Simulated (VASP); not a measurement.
Method: PW91 GGA, VASP's PBE PAW potentials (set 64) (plane waves; VASP 6.6.1).

Input for VASP

**INCAR**
```
SYSTEM = TiCo
PREC = Accurate
ENCUT = 520
EDIFF = 1E-7
NELM = 100
ALGO = Normal
LREAL = .FALSE.
LASPH = .TRUE.
ISMEAR = 0
SIGMA = 0.05
GGA = 91
LMAXMIX = 4
LWAVE = .FALSE.
LCHARG = .FALSE.
LORBIT = 11
ICHARG = 11
```

### KPOINTS
```
k-points along high-symmetry lines
15
Line-mode
Reciprocal
  0.000000   0.000000   0.000000 ! GAMMA
  0.000000   0.500000   0.000000 ! X

  0.000000   0.500000   0.000000 ! X
  0.500000   0.500000   0.000000 ! M

  0.500000   0.500000   0.000000 ! M
  0.000000   0.000000   0.000000 ! GAMMA

  0.000000   0.000000   0.000000 ! GAMMA
  0.500000   0.500000   0.500000 ! R

  0.500000   0.500000   0.500000 ! R
  0.000000   0.500000   0.000000 ! X

  0.500000   0.500000   0.500000 ! R
  0.500000   0.500000   0.000000 ! M
```

File POSCAR:
```
TiCo
1
    2.9689718965     0.0000000000     0.0000000000
    0.0000000000     2.9689718965     0.0000000000
    0.0000000000     0.0000000000     2.9689718965
Ti Co
1 1
Direct
  0.0000000000   0.0000000000   0.0000000000
  0.5000000000   0.5000000000   0.5000000000
```

POTCAR, in this order: Ti_sv Co (PBE.64 set). Program: vasp_std. Read from the step before: CHGCAR.

The run wrote:

File OSZICAR:
```
       N       E                     dE             d eps       ncg     rms          rms(c)
DAV:   1     0.152193182227E+03    0.15219E+03   -0.10778E+04  2520   0.193E+03
DAV:   2    -0.631815550923E+01   -0.15851E+03   -0.15592E+03  2604   0.412E+02
DAV:   3    -0.156216091808E+02   -0.93035E+01   -0.91922E+01  4042   0.107E+02
DAV:   4    -0.158904346352E+02   -0.26883E+00   -0.26711E+00  3112   0.147E+01
DAV:   5    -0.159011551749E+02   -0.10721E-01   -0.10720E-01  3634   0.268E+00
DAV:   6    -0.159013082107E+02   -0.15304E-03   -0.15303E-03  3072   0.306E-01
DAV:   7    -0.159013130791E+02   -0.48684E-05   -0.48689E-05  3824   0.514E-02
DAV:   8    -0.159013131572E+02   -0.78045E-07   -0.77316E-07  3000   0.599E-03
   1 F= -.15901313E+02 E0= -.15898706E+02  d E =-.521359E-02
```

File OUTCAR:
```
 val. band max:        9.8550523399   @ k =   0.5000   0.5000   0.2857

 cond. band min:       9.8822171195   @ k =   0.2143   0.5000   0.0000



 k-point     1 :       0.0000    0.0000    0.0000
  band No.  band energies     occupation
      1     -46.9428      2.00000
      2     -23.1458      2.00000
      3     -23.1458      2.00000
      4     -23.1458      2.00000
      5       2.4099      2.00000
      6       6.2636      2.00000
      7       6.2636      2.00000
      8       8.5945      2.00000
      9       8.5945      2.00000
     10       8.5945      2.00000
     11      10.8622      0.00000
     12      10.8622      0.00000
     13      12.8121      0.00000
     14      12.8121      0.00000

 k-point     2 :       0.0000    0.0357    0.0000
  band No.  band energies     occupation
      1     -46.9424      2.00000
      2     -23.1499      2.00000
      3     -23.1455      2.00000
      4     -23.1455      2.00000
      5       2.4357      2.00000
      6       6.2752      2.00000
      7       6.2759      2.00000
      8       8.5927      2.00000
      9       8.5927      2.00000
     10       8.5993      2.00000
     11      10.8488      0.00000
     12      10.8676      0.00000
     13      12.7754      0.00000
     14      12.7802      0.00000

 k-point     3 :       0.0000    0.0714    0.0000
  band No.  band energies     occupation
      1     -46.9411      2.00000
      2     -23.1618      2.00000
      3     -23.1447      2.00000
      4     -23.1447      2.00000
      5       2.5127      2.00000
      6       6.3098      2.00000
      7       6.3118      2.00000
      8       8.5875      2.00000
      9       8.5875      2.00000
     10       8.6133      2.00000
     11      10.8090      0.00000
     12      10.8831      0.00000
     13      12.6700      0.00000
     14      12.6701      0.00000

 k-point     4 :       0.0000    0.1071    0.0000
  band No.  band energies     occupation
      1     -46.9391      2.00000
...
```

The density is held fixed in this step, so its total energy and stress have no physical meaning.

The compound is TiCo in the CsCl type structure. It was relaxed first. The run is not spin-polarised, so no magnetic state was tried. The electron count is odd and the run is not spin-polarised, which forces a metal.
